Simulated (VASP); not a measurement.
An input for Quantum ESPRESSO's pw.x (written as the equivalent of a VASP run, and not itself run):

```
&CONTROL
  calculation = 'vc-relax'
  pseudo_dir = './pseudo'
  outdir = './out'
  tprnfor = .true.
  tstress = .true.
  nstep = 30
  forc_conv_thr = 0.00039
/
&SYSTEM
  ibrav = 0
  nat = 3
  ntyp = 2
  ecutwfc = 84
  occupations = 'smearing'
  smearing = 'methfessel-paxton'
  degauss = 0.00735
  input_dft = 'vdw-df-ob86'
/
&ELECTRONS
  conv_thr = 7.3e-09
  electron_maxstep = 100
/
&IONS
/
&CELL
  cell_dofree = 'shape'
/
ATOMIC_SPECIES
  Mg 24.305 Mg.upf
  B 10.810 B.upf
CELL_PARAMETERS angstrom
     1.5247403   -2.6409271    0.0000000
     1.5247403    2.6409271    0.0000000
     0.0000000    0.0000000    3.4447531
ATOMIC_POSITIONS crystal
  Mg   0.0000000  0.0000000  1.0000000
  B    0.3333330  0.6666670  0.5000000
  B    0.6666670  0.3333330  0.5000000
K_POINTS automatic
  11 11 9 0 0 0
```

Problem. Translate this input to VASP (INCAR, KPOINTS, POSCAR, choice of POTCAR).

Solution. Several could match; the one computed here: 
### POSCAR
```
MgB2
1
    1.5247402601    -2.6409271108     0.0000000000
    1.5247402601     2.6409271108     0.0000000000
    0.0000000000     0.0000000000     3.4447531474
Mg B
1 2
Direct
  0.0000000000   0.0000000000   1.0000000000
  0.3333330000   0.6666670000   0.5000000000
  0.6666670000   0.3333330000   0.5000000000
```

KPOINTS:
```
kpoints
0
gamma
11 11 9
0 0 0
```

### INCAR
```
# general
SYSTEM   = MgB2
PREC     = Accurate
ENCUT    = 520   # plane-wave cut-off (eV)
LREAL    = .False.
LASPH    = .True.

# electronic loop
EDIFF    = 1E-7   # SCF stop (eV)
NELM     = 100   # most electronic steps
ALGO     = Normal   # blocked Davidson

# smearing
ISMEAR   = 1   # Methfessel-Paxton
SIGMA    = 0.1

# functional
GGA      = MK
LUSE_VDW = .True.
AGGAC    = 0.0
PARAM1   = 0.1234
PARAM2   = 1.0

# ions
IBRION   = 2   # conjugate gradients
NSW      = 30   # most ionic steps
ISIF     = 4
EDIFFG   = -0.01   # ionic stop

# output
LWAVE    = .False.
LCHARG   = .False.
```

POTCAR, in this order: Mg B (PBE.64 set). Program: vasp_std.

Limits of the translation: the potentials are each code's own (VASP's PAW set, PseudoDojo norm-conserving files in pw.x), so ENCUT and ecutwfc are chosen apart and not converted; conv_thr bounds pw.x's estimated SCF error, while EDIFF bounds the energy change between steps; forc_conv_thr acts on force components and is met together with etot_conv_thr.

The compound is MgB2 in the AlB2 type structure. This cell is one point of a volume scan, at 0.97 of the reference volume. Symmetry was kept, so distortions that lower it aren't found.
